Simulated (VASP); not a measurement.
Input:

```
CdZnS2
1.0
    3.88163     0.00000     0.00000
    0.00000     3.88163     0.00000
    0.00000     0.00000     5.59545
Zn Cd S
1 1 2
Cartesian
  0.00000   0.00000   2.79773
  1.94081   1.94081   0.00000
  1.94081   0.00000   1.54509
  3.88163   1.94081   4.05037
```

All values below come from LDA (Ceperley-Alder, Perdew-Zunger), VASP's LDA PAW potentials (set 64) (plane waves; VASP 6.6.1). Run with 400 eV cut-off, Gaussian smearing of 0.050 eV, potentials Zn Cd S.

Question: Give the energies of bands 8 to 21 at the high-symmetry points, in eV from the valence-band maximum.

Answer: 
| band | Γ | X | M | Z | R | A |
|---|---|---|---|---|---|---|
| 8 | -6.50 | -6.50 | -6.41 | -6.59 | -6.49 | -6.41 |
| 9 | -6.50 | -6.48 | -6.39 | -6.54 | -6.29 | -6.38 |
| 10 | -6.42 | -6.26 | -6.19 | -6.54 | -6.20 | -6.21 |
| 11 | -6.17 | -6.22 | -6.05 | -6.29 | -6.16 | -5.93 |
| 12 | -6.13 | -6.17 | -6.05 | -6.13 | -6.09 | -5.93 |
| 13 | -4.68 | -4.24 | -5.09 | -2.73 | -5.42 | -5.16 |
| 14 | -2.32 | -3.83 | -4.17 | -2.67 | -5.12 | -3.99 |
| 15 | -2.32 | -2.81 | -2.44 | -1.60 | -1.21 | -2.87 |
| 16 | -0.20 | -2.37 | -2.29 | -1.60 | -1.01 | -2.82 |
| 17 | 0.00 | -1.21 | -2.29 | -0.97 | -0.91 | -2.82 |
| 18 | 0.00 | -0.71 | -2.18 | -0.97 | -0.65 | -2.63 |
| 19 | 1.38 | 4.18 | 3.09 | 3.77 | 2.84 | 5.32 |
| 20 | 3.29 | 4.69 | 3.09 | 3.83 | 2.98 | 5.32 |
| 21 | 4.03 | 5.82 | 3.69 | 4.43 | 6.22 | 5.53 |

The gap is direct, 1.38 eV, from the valence maximum at Γ to the conduction minimum at Γ.

The structure comes from a computed database's ZnCdS2 entry (P-4m2); how it stands against other phases isn't given here. It was relaxed first, which changed the volume by -6 %.
